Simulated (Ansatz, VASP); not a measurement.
# Cross-check of Ga2O between VASP and Ansatz

Aim: how closely do two programs agree when they are given the same cell, functional and k mesh? The cell is invented: other elements were put on sites of a known structure type. It may not be a known or stable phase. The cell is taken from a series of VASP runs on this material, whose earlier steps may have relaxed, scaled or displaced it; both programs get it as it stands.

Program: Ansatz 0.2.0. Level of theory: plane waves, with VASP 6.6.1 beside it; single point at PBE. Results are calculated unless marked as measured.

**1. Set-up**

It takes space group P6/mmm (No. 191, hexagonal). Conventional cell: a = 4.228 Å, b = 4.228 Å, c = 3.070 Å, α = 90.00°, β = 90.00°, γ = 120.00°. Nearest to Ga lie 3 Ga at 2.44 Å. Nearest to O lie 12 Ga at 2.88 Å. Farther neighbours and most contacts between anions are not listed.

**2. Ansatz: single point, PBE**

Ansatz runs on its default PAW (the set named soft_2) files.

A single point gives forces, pressure and levels at one fixed geometry, so differences don't come from the geometry; what else differs is listed under the comparison.

input.yaml reads:

```yaml
crystal:
  lattice:
    - [4.2279543996, 0.0, 0.0]
    - [-2.1139771998, 3.6615159086, 0.0]
    - [0.0, 0.0, 3.0700090981]
  atoms:
    - { symbol: Ga, position: [0.66666667, 0.33333333, 0.5] }
    - { symbol: Ga, position: [0.33333333, 0.66666667, 0.5] }
    - { symbol: O, position: [0.0, 0.0, 0.0] }
hamiltonian:
  xc: pbe
  pseudopotentials: { kind: paw }
kpoints:
  mp_grid: { grid: [6, 6, 7] }
scf:
  occupations: { method: fermi_dirac, width: 0.05 }
  n_extra_bands: 4
output:
  forces: true
  stress: true
  eigenvalues: true
```

Command:

```console
> ansatz run input.yaml --threads 2 --pin off --max-ram 4608MiB --backend cpu --events-out ev --progress --plain --runs-dir out
```

Numbers of over 12 decimals in the logs are rounded to 6 here.

Log:

```text
scf.n_extra_bands = 4 over 16 filled bands (N_el = 32.0): the run solves 20 bands
Engine: ansatz 0.2.0, aarch64-unknown-linux-gnu
Pseudopotentials: kind: paw
Pseudopotential: Ga, paw, valence charge 13, recommended cutoff 420 eV (normal), Ga.paw.azcp
Pseudopotential: O, paw, valence charge 6, recommended cutoff 420 eV (normal), O.paw.azcp
Functional definition: PBE
  parameter kappa = 0.804
  parameter beta = 0.066725
  exchange = pbe_x(kappa = kappa, mu = beta*pi^2/3)
  correlation = pbe_c(beta = beta)
Crystal: 3 atoms, lattice volume = 47.526 Å³
Basis set: ecut = 420 eV, 929 PW (Γ), exchange–correlation on 60×60×48 points (8 copies of the dense FFT grid, shifted against one another)
Bands: 20, of which v1, the nominal top of the filled ones, is band 16 counted from 1 (15 counted from 0)
Symmetry: 24 space group operations
Space group: P6/mmm (ITA 191), of the structure as read, at distance tolerance 3.6e-5 Å
k-points: 28 of 252
Non-local potential: Ga, projectors of the file, l = 0: 2, l = 1: 2, l = 2: 3, l = 3: 1
Non-local potential: O, projectors of the file, l = 0: 2, l = 1: 2, l = 2: 1
PAW form: soft (Blöchl's): semilocal exchange-correlation on the pseudo side does not see the compensation charge
PAW one-centre angular grid: Ga, 590 points (default); XC on 64 Gauss nodes
PAW one-centre angular grid: O, 110 points (default); XC on 64 Gauss nodes
Initial density: superposition of atomic densities (neutral atoms: chi_scale 0, normalization atom), corrected by the library's trained network
Initial wavefunctions: pseudopotential atomic-orbital guess
Functional: x = pbe(κ = 0.804, μ = 0.219515), c = pbe(β = 0.066725)
SCF iter   1: F=—  HF=-8130.476845 eV  |F-HF|=—  |Δ(HF+E_count)|=         —  Δρ=9.09e-3  dr2=5.35e-2  ethr=1.77e-3  ⟨swp⟩=5.4  Hψ=2453  notcnv=0
preconditioner: auto → none  [metal: Δε(μ)=0.147 eV  Ē_g=15.120 eV  σ=0.050 eV  W_gap=0.47  n_scr=8 (ndim 8)  ℏωp=30.5 eV  f_vac=0.000  D(μ)=0.30/eV (n_scr^D=0)  sad-step TF]
SCF iter   2: F=—  HF=-8130.474186 eV  |F-HF|=—  |Δ(HF+E_count)|=   2.66e-3  Δρ=6.73e-3  dr2=3.21e-2  ethr=1.67e-4  ⟨swp⟩=1.0  Hψ=784  notcnv=0
SCF iter   3: F=—  HF=-8130.470805 eV  |F-HF|=—  |Δ(HF+E_count)|=   3.38e-3  Δρ=2.05e-3  dr2=1.46e-3  ethr=1.00e-4  ⟨swp⟩=2.4  Hψ=780  notcnv=0
SCF iter   4: F=—  HF=-8130.469993 eV  |F-HF|=—  |Δ(HF+E_count)|=   8.12e-4  Δρ=5.68e-4  dr2=9.27e-5  ethr=4.55e-6  ⟨swp⟩=2.0  Hψ=883  notcnv=0
SCF iter   5: F=—  HF=-8130.470089 eV  |F-HF|=—  |Δ(HF+E_count)|=   9.65e-5  Δρ=7.96e-5  dr2=1.59e-6  ethr=2.90e-7  ⟨swp⟩=2.0  Hψ=710  notcnv=0
SCF iter   6: F=-8130.470091 eV  HF=-8130.470090 eV  |F-HF|=1.42e-7  |Δ(HF+E_count)|=   1.12e-6  Δρ=2.09e-5  dr2=9.30e-8  ethr=3.13e-10  ⟨swp⟩=3.0  Hψ=2515  notcnv=0
SCF 1 converged in 6 iterations: F = -8130.470091 eV  dr2 = 9.30e-8
  greatest PAW one-centre occupation: 0.995 electrons in one spin orbital (limit 2), on the Ga atom at site 1 (counted from 0), in its partial waves of l = 2
SCF converged after 6 iterations
Free energy (F): -8130.470091 eV
Harris-Foulkes:  -8130.470090 eV  (|F-HF|=1.42e-7)
Internal energy: -8130.466734 eV  (E = F + TS)
E sigma→0 (E₀):  -8130.468412 eV
Entropy (-TS):   -0.003357 eV (-1.119 meV/atom)
Fermi energy:    8.016720 eV
--- Per-component energies (eV) ---
  E_band       = -110.907304
  E_kinetic    = 398.079750
  E_local      = -3978.474196  (includes V_loc(G=0)·N_el)
  E_nonlocal   = 890.825945
  E_hartree    = 1813.480420
  E_xc         = -211.641068
  E_vxc        = -208.847198  (∫ρ·V_xc dr)
  E_paw        = -4124.340150  (= ΣΔE_a)
  E_vpaw       = -839.441191  (= ΣTr[D̂ρ^β])
  E_aug_tail   = 0.002099  (compensation charges beyond the density's cutoff)
  E_ewald      = -2918.399534
  E_smearing   = -0.003357  (= −TS)
  E_closure    = -0.000000  (closes the sum)
  Σ components = -8130.470091   (vs F -8130.470091, Δ=0.00e0)
--- Forces (eV/Å), atoms counted from 1 ---
  atom   1  Ga     0.00000000     0.00000000     0.00000000
  atom   2  Ga    -0.00000000    -0.00000000     0.00000000
  atom   3  O     -0.00000000     0.00000000     0.00000000
  max |Σ_I F_I| component: 1.85e-17 eV/Å
--- Stress (GPa, compression-positive) ---
        0.029361       0.000000       0.000000
        0.000000       0.029361       0.000000
        0.000000       0.000000      -0.191333
  P = ⅓ Tr σ = -0.0442 GPa (-0.442 kbar)
--- Band table (eV; the first three rows and the last of 28) ---
  k-point 0: bands = [... 12 lower, 5.7126, 5.7126, 7.1408, 8.1656, 8.1656, 8.3064, 14.2788, 15.5086]
  k-point 1: bands = [... 12 lower, 5.8306, 5.8306, 6.7846, 8.4364, 8.4364, 8.5945, 11.8667, 15.3392]
  k-point 2: bands = [... 12 lower, 6.0724, 6.1160, 6.1160, 9.1467, 9.1586, 9.1586, 9.4756, 14.8998]
  k-point 27: bands = [... 12 lower, 3.0753, 4.3618, 5.4233, 5.4233, 9.8097, 9.8097, 9.9615, 16.0095]
```

Elapsed: 1 s, on 2 threads of Arm Neoverse V2, shared host; peak memory 0.31 GiB.

The column dr2 measures how far the density is from self-consistency, as an energy; F and HF (Harris–Foulkes) agree once it is small.

The run ends at a pressure of -0.04 GPa.

**3. VASP: single point, PBE**

The same cell, functional, mesh and smearing now go to VASP, with its own data sets and cutoff.

Lines of VASP's logs that name or quote its potential files are left out, and so is its time.

INCAR reads:

```
SYSTEM = Ga2O
PREC = Accurate
ENCUT = 520
EDIFF = 1E-06
NELM = 100
ISMEAR = -1
SIGMA = 0.05
LREAL = .FALSE.
ALGO = Normal
GGA = PE
NBANDS = 22
LORBIT = 11
LWAVE = .FALSE.
LCHARG = .FALSE.
ISIF = 2
```

POSCAR reads:

```
Ga2O
1.0
    4.2279543996      0.0000000000      0.0000000000
   -2.1139771998      3.6615159086      0.0000000000
    0.0000000000      0.0000000000      3.0700090981
Ga O
2 1
Direct
    0.6666666700      0.3333333300      0.5000000000
    0.3333333300      0.6666666700      0.5000000000
    0.0000000000      0.0000000000      0.0000000000
```

KPOINTS reads:

```
Automatic mesh
0
Gamma
6 6 7
0 0 0
```

Potentials, in the order of the species: Ga_d and O (PBE family, release 64).

Command:

```console
> mpirun -np 1 vasp_std
```

Log:

```text
[banner, memory and clock lines left out]
running    1 mpi-ranks, on    1 nodes
 distrk:  each k-point on    1 cores,    1 groups
 distr:  one band on    1 cores,    1 groups

 POSCAR found type information on POSCAR GaO
 POSCAR found :  2 types and       3 ions
 LDA part: xc-table for (Slater+PW92), standard interpolation
 POSCAR, INCAR and KPOINTS ok, starting setup
 FFT: planning ... GRIDC
 FFT: planning ... GRID_SOFT
 FFT: planning ... GRID
 WAVECAR not read
 entering main loop
       N       E                     dE             d eps       ncg     rms          rms(c)
DAV:   1     0.203096800862E+03    0.20310E+03   -0.15303E+04  1268   0.261E+03
DAV:   2     0.115886383203E+02   -0.19151E+03   -0.17974E+03  1328   0.456E+02
DAV:   3    -0.118062164241E+02   -0.23395E+02   -0.22080E+02  1420   0.123E+02
DAV:   4    -0.125122737624E+02   -0.70606E+00   -0.70437E+00  1378   0.229E+01
DAV:   5    -0.125281107133E+02   -0.15837E-01   -0.15834E-01  1434   0.310E+00    0.859E+00
DAV:   6    -0.115840303953E+02    0.94408E+00   -0.98257E+00  1746   0.259E+01    0.104E+01
DAV:   7    -0.103853378272E+02    0.11987E+01   -0.26034E+00  1542   0.169E+01    0.169E+00
DAV:   8    -0.103774732409E+02    0.78646E-02   -0.43175E-01  1284   0.396E+00    0.139E+00
DAV:   9    -0.103266521617E+02    0.50821E-01   -0.16093E-01  1952   0.445E+00    0.172E+00
DAV:  10    -0.102859648510E+02    0.40687E-01   -0.64131E-02  1622   0.273E+00    0.225E-01
DAV:  11    -0.102872964954E+02   -0.13316E-02   -0.10010E-02  1408   0.650E-01    0.188E-01
DAV:  12    -0.102872390798E+02    0.57416E-04   -0.35048E-04  1602   0.178E-01    0.116E-01
DAV:  13    -0.102871066862E+02    0.13239E-03   -0.22588E-04  1434   0.927E-02    0.411E-02
DAV:  14    -0.102870897367E+02    0.16949E-04   -0.34472E-05  1512   0.329E-02    0.136E-02
DAV:  15    -0.102870874382E+02    0.22985E-05   -0.24493E-06  1332   0.117E-02    0.725E-03
DAV:  16    -0.102870867854E+02    0.65282E-06   -0.67634E-07   714   0.553E-03
   1 F= -.10287087E+02 E0= -.10285387E+02  d E =-.340046E-02
```

From OUTCAR (step 3):

```text
ion  position               nearest neighbor table
   1  0.667  0.333  0.500-   2 2.44   2 2.44   2 2.44
   2  0.333  0.667  0.500-   1 2.44   1 2.44   1 2.44
   3  0.000  0.000  0.000-

  LATTYP: Found a hexagonal cell.
 ALAT       =     4.2279543996
 C/A-ratio  =     0.7261216200

 Subroutine GETGRP returns: Found 24 space group operations
 (whereof 24 operations were pure point group operations)

The static configuration has the point symmetry D_6h.

 Found     28 irreducible k-points:

   k-points           NKPTS =     28   k-points in BZ     NKDIM =     28   number of bands    NBANDS=     22

   dimension x,y,z NGX =    32 NGY =   32 NGZ =   24
   dimension x,y,z NGXF=    64 NGYF=   64 NGZF=   48

   ENCUT  =  520.0 eV  38.22 Ry    6.18 a.u.   7.86  7.86  5.71*2*pi/ulx,y,z

   NELECT =      32.0000    total number of electrons

 k-points in reciprocal lattice and weights: Automatic mesh
   0.00000000  0.00000000  0.00000000       0.004
   0.16666667  0.00000000  0.00000000       0.024
   0.33333333  0.00000000  0.00000000       0.024
   0.50000000 -0.00000000  0.00000000       0.012
   0.16666667  0.16666667  0.00000000       0.024
   0.33333333  0.16666667  0.00000000       0.048
   0.33333333  0.33333333  0.00000000       0.008
   0.00000000  0.00000000  0.14285714       0.008
   0.16666667  0.00000000  0.14285714       0.048
[...]
0.33333333  0.16666667  0.42857143       0.095
   0.33333333  0.33333333  0.42857143       0.016

 average (electrostatic) potential at core
       1 -66.4411       2 -66.4411       3 -70.3174

 E-fermi :   4.2147

 k-point     1 :       0.0000    0.0000    0.0000
  band No.  band energies     occupation
    ...
     11     -10.6638      2.00000
     12      -4.5770      2.00000
     13       1.9066      2.00000
     14       1.9066      2.00000
     15       3.3428      2.00000
     16       4.3643      0.09548
     17       4.3643      0.09548
     18       4.4930      0.00762
     19      10.4699      0.00000
     20      11.7088      0.00000
    ...

 k-point     2 :       0.1667    0.0000    0.0000
  band No.  band energies     occupation
    ...
     12      -4.5221      2.00000
     13       1.1331      2.00000
     14       1.4622      2.00000
     15       2.9427      2.00000
     16       3.3985      2.00000
     17       4.8913      0.00000
     18       7.2022      0.00000
     19      10.5702      0.00000
     20      11.0974      0.00000
     21      12.0694      0.00000
    ...

 k-point     3 :       0.3333    0.0000    0.0000
  band No.  band energies     occupation
    ...
     12      -4.3437      2.00000
     13      -0.6153      2.00000
     14       0.8499      2.00000
     15       3.5019      2.00000
     16       3.5098      2.00000
     17       5.6349      0.00000
     18       8.0747      0.00000
     19      10.9089      0.00000
     20      12.1754      0.00000
     21      13.1803      0.00000
    ...

  Total        0.0579159      0.0579159     -0.0838898      0.0000000      0.0000000     -0.0000000
  in kB        1.9524386      1.9524386     -2.8280607      0.0000000      0.0000000     -0.0000000
  external PRESSURE =       0.3589388 kB  Pullay stress =       0.0000000 kB

  energy-cutoff  :      520.00
  volume of cell :       47.53
      direct lattice vectors                 reciprocal lattice vectors
     4.227954400  0.000000000  0.000000000     0.236520999  0.136555463  0.000000000
    -2.113977200  3.661515909  0.000000000     0.000000000  0.273110926  0.000000000
     0.000000000  0.000000000  3.070009098     0.000000000  0.000000000  0.325731934

 POSITION                                       TOTAL-FORCE (eV/Angst)
 -----------------------------------------------------------------------------------
      2.11398      1.22051      1.53500         0.000000      0.000000      0.000000
     -0.00000      2.44101      1.53500         0.000000      0.000000      0.000000
      0.00000      0.00000      0.00000        -0.000000      0.000000      0.000000
 -----------------------------------------------------------------------------------
    total drift:                               -0.000000      0.000000     -0.000000

  FREE ENERGIE OF THE ION-ELECTRON SYSTEM (eV)
  ---------------------------------------------------
  free  energy   TOTEN  =       -10.2870867854 eV

  energy  without entropy=      -10.2836863233  energy(sigma->0) =      -10.28538655

 total charge
# of ion       s       p       d       tot
------------------------------------------
    1        1.096   0.484   9.967  11.546
    2        1.096   0.484   9.967  11.546
    3        1.599   3.166   0.000   4.765
--------------------------------------------------
tot          3.791   4.134  19.933  27.858

[... 3 further parts left out ...]
```

The run ends at a pressure of 0.04 GPa.

**4. Side by side**

Known differences besides the potentials themselves: the cutoff is 420 eV in Ansatz and 520 eV in VASP; VASP leaves aspherical gradient terms in its spheres out (LASPH is not set), Ansatz keeps them. Total energies have different zeros and are not compared.

The two programs side by side:

| quantity | Ansatz | VASP | difference |
| --- | --- | --- | --- |
| pressure (GPa) | -0.04 | 0.04 | -0.08 |
| pressure without Ansatz's Pulay correction (GPa) | -0.35 | 0.04 | -0.38 |

Ansatz's pressure holds a Pulay correction of 0.30 GPa; VASP's holds none.

**5. Outcome**

* difference in pressure (single point, PBE): -0.080 GPa

The difference in pressure is -0.080 GPa (single point, PBE), within the 1 GPa picked in this series as the mark of a large difference. Such differences can come from data sets, numerical settings and the points named under the comparisons, not from the functional's error against experiment.

[Lines on the potential files, build, host, timing and source positions are cut from VASP's logs without a mark.]

[Logs are printed without paths, hosts, clocks, repeated set-up lines and the standing remarks that a program may print on its own settings, such as how far it seeks lower states.]

[Hosts, paths, dates, database ids (printed as entryN), source tags and the programs' standing remarks are cut or masked in the printed files.]
